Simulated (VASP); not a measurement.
Method: PBE GGA with D3 dispersion (zero damping), VASP's PBE PAW potentials (set 64) (plane waves; VASP).

The input files of a VASP run:

File KPOINTS:
```
k-points along high-symmetry lines
10
Line-mode
Reciprocal
  0.000000   0.000000   0.000000 ! GAMMA
  0.500000   0.000000   0.000000 ! M

  0.500000   0.000000   0.000000 ! M
  0.333333   0.333333   0.000000 ! K

  0.333333   0.333333   0.000000 ! K
  0.000000   0.000000   0.000000 ! GAMMA

  0.000000   0.000000   0.000000 ! GAMMA
  0.000000   0.000000   0.500000 ! A

  0.000000   0.000000   0.500000 ! A
  0.500000   0.000000   0.500000 ! L

  0.500000   0.000000   0.500000 ! L
  0.333333   0.333333   0.500000 ! H

  0.333333   0.333333   0.500000 ! H
  0.000000   0.000000   0.500000 ! A

  0.500000   0.000000   0.500000 ! L
  0.500000   0.000000   0.000000 ! M

  0.333333   0.333333   0.500000 ! H
  0.333333   0.333333   0.000000 ! K
```

POSCAR:
```
MgI2
6.928740
  0.2999911778  -0.5195999001   0.0000000000
  0.2999911778   0.5195999001   0.0000000000
  0.0000000000   0.0000000000   0.9999999329
Mg I
1 2
Cart
  0.0000000000   0.0000000000   0.0000000000
  0.2999911778   0.1732003131   0.2424960434
  0.2999911778  -0.1732003131   0.7575038895
```

### INCAR
```
SYSTEM = MgI2
PREC = Accurate; ENCUT = 520; LREAL = .False.
LASPH = .True.; ICHARG = 11
EDIFF = 1E-7; NELM = 100; ALGO = Normal
LMAXMIX = 4
ISMEAR = 0; SIGMA = 0.05
GGA = PE; IVDW = 11
LWAVE = .False.; LCHARG = .False.; LORBIT = 11
```

POTCAR, in this order: Mg I (PBE.64 set). Program: vasp_std. Read from the step before: CHGCAR.

Output of the run:

OUTCAR:
```
 ion  position               nearest neighbor table
   1  0.000  0.000  0.000-   2 2.93   3 2.93   3 2.93   2 2.93   3 2.93   2 2.93
   2  0.333  0.667  0.242-   1 2.93   1 2.93   1 2.93
   3  0.667  0.333  0.758-   1 2.93   1 2.93   1 2.93
  LATTYP: Found a hexagonal cell.
 ALAT       =     4.1571213767
 C/A-ratio  =     1.6667157168
 Subroutine PRICEL returns:
 Original cell was already a primitive cell.
 Subroutine GETGRP returns: Found 12 space group operations
The static configuration has the point symmetry D_3d.
The dynamic configuration has the point symmetry D_3d.
 Subroutine INISYM returns: Found 12 space group operations
   k-points           NKPTS =     90   k-points in BZ     NKDIM =     90   number of bands    NBANDS=     12
   number of dos      NEDOS =    301   number of ions     NIONS =      3
   total plane-waves  NPLWV =  55296
   dimension x,y,z NGX =    32 NGY =   32 NGZ =   54
   dimension x,y,z NGXF=    64 NGYF=   64 NGZF=  108
   ions per type =               1   2
   PREC   = accura    normal or accurate (medium, high low for compatibility)
   ISTART =      0    job   : 0-new  1-cont  2-samecut
   ICHARG =     11    charge: 1-file 2-atom 10-const
   ISPIN  =      1    spin polarized calculation?
   LNONCOLLINEAR =      F non collinear calculations
   LSORBIT =      F    spin-orbit coupling
   INIWAV =      1    electr: 0-lowe 1-rand  2-diag
   ENCUT  =  520.0 eV  38.22 Ry    6.18 a.u.   7.73  7.73 12.88*2*pi/ulx,y,z
   NELM   =    100;   NELMIN=  2; NELMDL= -5     # of ELM steps
   EDIFF  = 0.1E-06   stopping-criterion for ELM
   LREAL  =      F    real-space projection
   NLSPLINE    = F    spline interpolate recip. space projectors
   LMAXMIX     =    4 max onsite mixed and CHGCAR
   VOSKOWN=      0    Vosko Wilk Nusair interpolation
   EDIFFG = 0.1E-05   stopping-criterion for IOM
   NSW    =      0    number of steps for IOM
   NBLOCK =      1;   KBLOCK =      1    inner block; outer block
   IBRION =     -1    ionic relax: 0-MD 1-quasi-New 2-CG
   NFREE  =      0    steps in history (QN), initial steepest desc. (CG)
   ISIF   =      2    stress and relaxation
   ISYM   =      2    0-nonsym 1-usesym 2-fastsym
   TEIN   =    0.0    initial temperature
   TEBEG  =    0.0;   TEEND  =   0.0 temperature during run
   SMASS  =  -3.00    Nose mass-parameter (am)
   PSTRESS=    0.0 pullay stress
   NELECT =      16.0000    total number of electrons
   EFERMI =   0.00;   METHOD = LEGACY
   ISMEAR =     0;   SIGMA  =   0.05  broadening in eV -4-tet -1-fermi 0-gaus
   IALGO  =     38    algorithm
   LDIAG  =      T    sub-space diagonalisation (order eigenvalues)
   IMIX   =      4    mixing-type and parameters
     AMIX     =   0.40;   BMIX     =  1.00
     AMIX_MAG =   1.60;   BMIX_MAG =  1.00
     AMIN     =   0.10
   GGA     = PE    functional components
   VOSKOWN =     0    Vosko Wilk Nusair interpolation
   LHFCALC =     F    Hartree Fock is set to
   LHFONE  =     F    Hartree Fock one center treatment
   AEXX    =    0.0000 exact exchange contribution
   IVDW    =    11    specifies the selected vdW correction
   LEPSILON=     F    determine dielectric tensor
   LRPA    =     F    only Hartree local field effects (RPA)
  energy-cutoff  :      520.00
  volume of cell :      103.70
      direct lattice vectors                 reciprocal lattice vectors
     2.078560874 -3.600172612  0.000000000     0.240551050 -0.138882230  0.000000000
     2.078560874  3.600172612  0.000000000     0.240551050  0.138882230  0.000000000
     0.000000000  0.000000000  6.928739535     0.000000000  0.000000000  0.144326395
 k-point     1 :   0.0000 0.0000 0.0000  plane waves:    2791
 k-point     2 :   0.0556 0.0000 0.0000  plane waves:    2791
 k-point     3 :   0.1111 0.0000 0.0000  plane waves:    2785
 k-point     4 :   0.1667 0.0000 0.0000  plane waves:    2779
 k-point     5 :   0.2222 0.0000 0.0000  plane waves:    2787
 k-point     6 :   0.2778 0.0000 0.0000  plane waves:    2791
 k-point     7 :   0.3333 0.0000 0.0000  plane waves:    2796
 k-point     8 :   0.3889 0.0000 0.0000  plane waves:    2792
...
```

File OSZICAR:
```
       N       E                     dE             d eps       ncg     rms          rms(c)
DAV:   1     0.789223048131E+02    0.78922E+02   -0.58827E+03  2160   0.104E+03
DAV:   2    -0.887603849017E+00   -0.79810E+02   -0.74003E+02  3060   0.151E+02
DAV:   3    -0.696489360893E+01   -0.60773E+01   -0.60460E+01  2732   0.487E+01
DAV:   4    -0.708576813168E+01   -0.12087E+00   -0.12084E+00  2876   0.844E+00
DAV:   5    -0.708775487465E+01   -0.19867E-02   -0.19867E-02  2728   0.106E+00
DAV:   6    -0.708783963810E+01   -0.84763E-04   -0.84763E-04  3116   0.179E-01
DAV:   7    -0.708784162864E+01   -0.19905E-05   -0.19905E-05  2732   0.203E-02
DAV:   8    -0.708784173926E+01   -0.11062E-06   -0.11059E-06  2080   0.365E-03
DAV:   9    -0.708784174557E+01   -0.63172E-08   -0.63217E-08  1952   0.992E-04
   1 F= -.77319245E+01 E0= -.77319245E+01  d E =-.246458E-15
```

### OUTCAR
```
 val. band max:        2.1796634226   @ k =   0.0000   0.0000   0.0000

 cond. band min:       5.7017809947   @ k =   0.5000   0.0000   0.3333



 k-point     1 :       0.0000    0.0000    0.0000
  band No.  band energies     occupation
      1      -9.8249      2.00000
      2      -9.1450      2.00000
      3      -1.2927      2.00000
      4       1.7857      2.00000
      5       1.7857      2.00000
      6       2.1503      2.00000
      7       2.1503      2.00000
      8       2.1797      2.00000
      9       5.8735      0.00000
     10       7.0017      0.00000
     11       8.9136      0.00000
     12       8.9136      0.00000

 k-point     2 :       0.0556    0.0000    0.0000
  band No.  band energies     occupation
      1      -9.8088      2.00000
      2      -9.1363      2.00000
      3      -1.2701      2.00000
      4       1.6477      2.00000
      5       1.7414      2.00000
      6       2.0217      2.00000
      7       2.1490      2.00000
      8       2.1712      2.00000
      9       6.0236      0.00000
     10       7.1406      0.00000
     11       8.7078      0.00000
     12       8.9660      0.00000

 k-point     3 :       0.1111    0.0000    0.0000
  band No.  band energies     occupation
      1      -9.7613      2.00000
      2      -9.1111      2.00000
      3      -1.2040      2.00000
      4       1.2839      2.00000
      5       1.6285      2.00000
      6       1.7027      2.00000
      7       2.1332      2.00000
      8       2.1424      2.00000
      9       6.3814      0.00000
     10       7.4694      0.00000
     11       8.3843      0.00000
     12       9.1049      0.00000

 k-point     4 :       0.1667    0.0000    0.0000
  band No.  band energies     occupation
      1      -9.6858      2.00000
      2      -9.0730      2.00000
      3      -1.1011      2.00000
      4       0.8032      2.00000
      5       1.3001      2.00000
      6       1.4801      2.00000
      7       2.0882      2.00000
...
```

The density is held fixed in this step, so its total energy and stress have no physical meaning. Unless said otherwise, spin-orbit coupling is left out, though it shifts the bands of the heavy elements here.

The compound is MgI2 in the 1T layered structure. It was relaxed first.
